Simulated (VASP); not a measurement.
# PbF2 (Fluorocronite): the band gap, functional by functional, part 3 of 3

How does the band gap of PbF2 (Fluorocronite) depend on the functional? The starting structure is a measured crystal structure from the Crystallography Open Database. Cell and atoms stay as given. Meshes and data sets differ where the inputs say so.

VASP 6.6.1.

Results so far: LDA 4.224 eV; PBE 4.420 eV; r2SCAN 4.935 eV; TB-mBJ 5.887 eV; LDA + spin-orbit coupling 3.959 eV; r2SCAN + spin-orbit coupling 4.647 eV; TB-mBJ + spin-orbit coupling 5.492 eV.

The database entry behind the starting cell differs from later determinations by our own check (about 0.2 % short, mineral), so it need not match the best structure at ambient conditions.

## Step 9: Bands with HSE06

Level of this step: HSE06; plane waves and PAW (Pb_d, F) (VASP).

HSE06 mixes in a quarter of exact exchange at short range, at far higher cost; in semiconductors this cures much of the gap error, while metals seldom gain. This run uses a 4×4×4 mesh. Its starting orbitals come from a semilocal run on the same mesh, not shown.

INCAR

```
SYSTEM = PbF2
PREC = Accurate
ENCUT = 467
EDIFF = 1E-06
NELM = 100
ISMEAR = 0
SIGMA = 0.03
LREAL = .FALSE.
ALGO = Normal
LHFCALC = .TRUE.
AEXX = 0.25
GGA = PE
HFSCREEN = 0.2
LASPH = .TRUE.
NBANDS = 20
PRECFOCK = Fast
LORBIT = 11
LWAVE = .FALSE.
LCHARG = .FALSE.
KPAR = 4
```

POSCAR

```
PbF2
1.0
    0.0000000000      2.9653000000      2.9653000000
    2.9653000000      0.0000000000      2.9653000000
    2.9653000000      2.9653000000      0.0000000000
Pb F
1 2
Direct
    0.0000000000      0.0000000000      0.0000000000
    0.7500000000      0.7500000000      0.7500000000
    0.2500000000      0.2500000000      0.2500000000
```

KPOINTS

```
Automatic mesh
0
Gamma
4 4 4
0 0 0
```

KPOINTS_OPT

```
Line mode
10
Line-mode
Reciprocal
  0.00000000   0.00000000   0.00000000 GAMMA
  0.50000000   0.00000000   0.50000000 X

  0.50000000   0.00000000   0.50000000 X
  0.50000000   0.25000000   0.75000000 W

  0.50000000   0.25000000   0.75000000 W
  0.37500000   0.37500000   0.75000000 K

  0.37500000   0.37500000   0.75000000 K
  0.00000000   0.00000000   0.00000000 GAMMA

  0.00000000   0.00000000   0.00000000 GAMMA
  0.50000000   0.50000000   0.50000000 L

  0.50000000   0.50000000   0.50000000 L
  0.62500000   0.25000000   0.62500000 U

  0.62500000   0.25000000   0.62500000 U
  0.50000000   0.25000000   0.75000000 W

  0.50000000   0.25000000   0.75000000 W
  0.50000000   0.50000000   0.50000000 L

  0.50000000   0.50000000   0.50000000 L
  0.37500000   0.37500000   0.75000000 K

  0.62500000   0.25000000   0.62500000 U
  0.50000000   0.00000000   0.50000000 X
```

The projector-augmented-wave data sets are Pb_d and F (PBE family, release 64).

Command:

```console
> mpirun -np 4 vasp_std
```

Numbers of over 12 decimals in the logs are rounded to 6 here.

The log of the run:

```text
[banner, memory and clock lines left out]
running    4 mpi-ranks, on    1 nodes
[...]
LDA part: xc-table for (Slater+PW92), standard interpolation
 found WAVECAR, reading the header
 POSCAR, INCAR and KPOINTS ok, starting setup
[...]
reading WAVECAR
 the WAVECAR file was read successfully
 initial charge from wavefunction
 entering main loop
       N       E                     dE             d eps       ncg     rms          rms(c)
DAV:   1    -0.179656254908E+02   -0.17966E+02   -0.24695E+00   364   0.164E+01    0.198E+00
DAV:   2    -0.178852477784E+02    0.80378E-01   -0.25202E-01   324   0.448E+00    0.717E-01
DAV:   3    -0.178810867325E+02    0.41610E-02   -0.89639E-02   380   0.258E+00    0.467E-01
DAV:   4    -0.178804419350E+02    0.64480E-03   -0.26158E-03   364   0.796E-01    0.266E-01
DAV:   5    -0.178797927187E+02    0.64922E-03   -0.18935E-03   412   0.503E-01    0.113E-01
DAV:   6    -0.178797084279E+02    0.84291E-04   -0.11482E-04   336   0.128E-01    0.639E-02
[...]
|     If you are not a developer, you should not encounter this problem.      |
|     Please submit a bug report.                                             |
|                                                                             |

|                     _     ____    _    _    _____     _                     |
|                    | |   |  _ \  | |  | |  / ____|   | |                    |
|                    | |   | |_) | | |  | | | |  __    | |                    |
|                    |_|   |  _ <  | |  | | | | |_ |   |_|                    |
|                     _    | |_) | | |__| | | |__| |    _                     |
|                    (_)   |____/   \____/   \_____|   (_)                    |
|                                                                             |
|                                                                             |
|     internal error in CHECK_GEN_LAYOUT: G-vectors changed at ik:16 old:     |
|     1188 new: 1187                                                          |
|                                                                             |
|     If you are not a developer, you should not encounter this problem.      |
|     Please submit a bug report.                                             |
|                                                                             |

1
1
1
1
```

It took 1.9 min on 4 MPI ranks of AMD EPYC 7R43, shared host.

VASP stopped with this message: “internal error in CHECK_GEN_LAYOUT: G-vectors changed at ik:16 old: 1188 new: 1187”.

## Step 10: Bands with PBE0

PBE0 keeps a quarter of exact exchange at all ranges; it tends to overshoot small gaps. This run uses a 4×4×4 mesh. It starts from the orbitals of an earlier run, not shown.

Changes to INCAR since step 9:

```diff
@@ -12,3 +12,2 @@
 GGA = PE
-HFSCREEN = 0.2
 LASPH = .TRUE.
@@ -16,2 +15,3 @@
 PRECFOCK = Fast
+HFRCUT = -1
 LORBIT = 11
```

POSCAR is that of step 9.

KPOINTS is that of step 9.

KPOINTS_OPT is that of step 9.

Command:

```console
> mpirun -np 4 vasp_std
```

The log of the run:

```text
[banner, memory and clock lines left out]
running    4 mpi-ranks, on    1 nodes
[...]
LDA part: xc-table for (Slater+PW92), standard interpolation
 found WAVECAR, reading the header
 POSCAR, INCAR and KPOINTS ok, starting setup
[...]
HFRCUT set to (new)   9.270627
 reading WAVECAR
 the WAVECAR file was read successfully
 initial charge from wavefunction
 entering main loop
       N       E                     dE             d eps       ncg     rms          rms(c)
DAV:   1    -0.191032442009E+02   -0.19103E+02   -0.23532E+00   372   0.161E+01    0.190E+00
DAV:   2    -0.190395266760E+02    0.63718E-01   -0.21264E-01   332   0.416E+00    0.761E-01
DAV:   3    -0.190320455738E+02    0.74811E-02   -0.96600E-02   376   0.266E+00    0.447E-01
DAV:   4    -0.190324664035E+02   -0.42083E-03   -0.32796E-03   372   0.749E-01    0.284E-01
DAV:   5    -0.190316394986E+02    0.82690E-03   -0.19290E-03   412   0.526E-01    0.118E-01
DAV:   6    -0.190315861595E+02    0.53339E-04   -0.24507E-04   336   0.169E-01    0.625E-02
DAV:   7    -0.190315445038E+02    0.41656E-04   -0.27841E-05   344   0.547E-02    0.385E-02
DAV:   8    -0.190315386357E+02    0.58682E-05   -0.18501E-05   336   0.338E-02    0.250E-02
DAV:   9    -0.190315395645E+02   -0.92884E-06   -0.30668E-06   336   0.174E-02
   1 F= -.19031540E+02 E0= -.19031540E+02  d E =-.123762E-29
 Start KPOINTS_OPT (optional k-point list driver)
k-point batch [1-8\100]
       N       E                     dE             ncg
DAV:   1     0.573785336785E+03   -0.24658E+04      320
DAV:   2    -0.193329565755E+04   -0.25071E+04      344
DAV:   3    -0.220121606190E+04   -0.26792E+03      380
DAV:   4    -0.221129860242E+04   -0.10083E+02      356
DAV:   5    -0.221157185712E+04   -0.27325E+00      400
DAV:   6    -0.221158496978E+04   -0.13113E-01      412
DAV:   7    -0.221158565370E+04   -0.68392E-03      460
DAV:   8    -0.221158566593E+04   -0.12225E-04      296
DAV:   9    -0.221158566612E+04   -0.19614E-06      248
k-point batch [9-16\100]
 [... a notice as in an earlier step ...]

 [... a notice as in an earlier step ...]

 [... a notice as in an earlier step ...]

 [... a notice as in an earlier step ...]

1
1
1
1
```

The job ended after 1.7 min (4 MPI ranks).

VASP stopped with this message: “internal error in CHECK_GEN_LAYOUT: G-vectors changed at ik:16 old: 1188 new: 1187”.

## Step 11: The runs compared

```tsv
level	ended	gap (eV)	least direct gap (eV)	mesh	core minutes
LDA	converged	4.224	4.382	6×6×6	1.29
PBE	converged	4.42	4.566	6×6×6	1.4
r2SCAN	converged	4.935	5.078	6×6×6	5.2
TB-mBJ	converged	5.887	5.96	6×6×6	2.87
LDA + spin-orbit coupling	converged	3.959	4.114	6×6×6	4.0
r2SCAN + spin-orbit coupling	converged	4.647	4.788	6×6×6	23.8
TB-mBJ + spin-orbit coupling	converged	5.492	5.565	6×6×6	13.1
HSE06	stopped by VASP	-	-	4×4×4	7.6
PBE0	stopped by VASP	-	-	4×4×4	6.67
```

Core minutes are wall time times ranks of the run shown, on a shared host.

## Step 12: Summary of results

- gap, LDA: 4.224 eV
- gap, PBE: 4.420 eV
- gap, r2SCAN: 4.935 eV
- gap, TB-mBJ: 5.887 eV
- gap, LDA + spin-orbit coupling: 3.959 eV
- gap, r2SCAN + spin-orbit coupling: 4.647 eV
- gap, TB-mBJ + spin-orbit coupling: 5.492 eV

Without spin-orbit coupling the gap of PbF2 (Fluorocronite) runs from 4.224 eV (LDA) to 5.887 eV (TB-mBJ). Spin-orbit coupling changes the LDA gap by -0.266 eV. Spin-orbit coupling changes the r2SCAN gap by -0.288 eV. Spin-orbit coupling changes the TB-mBJ gap by -0.395 eV. These are gaps between Kohn-Sham or generalised Kohn-Sham levels of a static lattice, without excitons or temperature. No result to use came from HSE06 and PBE0. Further runs on this material are not shown.

[Lines on the potential files, build, host, timing and source positions are cut from VASP's logs without a mark.]

[Logs are printed without paths, hosts, clocks, repeated set-up lines and the standing remarks that a program may print on its own settings, such as how far it seeks lower states.]

[Hosts, paths, dates, database ids (printed as entryN), source tags and the programs' standing remarks are cut or masked in the printed files.]
